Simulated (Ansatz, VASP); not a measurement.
One calculation of Cr3BRh, two programs

```
CELL_PARAMETERS angstrom
3.87461 0.00000 0.00000
0.00000 3.87461 0.00000
0.00000 0.00000 3.87461
ATOMIC_POSITIONS crystal
Rh 0.00000 0.00000 0.00000
B 0.50000 0.50000 0.50000
Cr 0.50000 0.50000 0.00000
Cr 0.50000 0.00000 0.50000
Cr 0.00000 0.50000 0.50000
```

The cell was built by a generator and needn't be a form met in nature.

Alike in both runs: task relaxation of cell and atoms; functional PBE; k mesh 10 × 10 × 10; occupations gaussian, width 0.1 eV; no spin polarisation.

```csv
,VASP,Ansatz
version,VASP 6.6.1,Ansatz 0.2.0
potentials or method,"VASP PAW PBE potentials, release 64 (Rh_pv, B, Cr_pv)","scalar-relativistic, plane waves, PAW"
plane-wave cutoff (eV),600,420
valence electrons in the cell,54,62
```

VASP gave:

```
gap on the k mesh at the Fermi level, each at its own relaxed structure (eV) : none
relaxed volume (Å³/atom)                                                     : 11.65
relaxed cell length with the largest relative difference (Å)                 : 3.876
```

Q: Estimate Ansatz's values.

A: gap on the k mesh at the Fermi level, each at its own relaxed structure (eV): none; relaxed volume (Å³/atom): 11.65; relaxed cell length with the largest relative difference (Å): 3.877.

A gap of «none» marks a metal or a gap that the smearing closes. The two sets of potentials don't hold the same shells in valence.

Spin polarisation is off, so any magnetic state and its effect on volume and gap are missing.
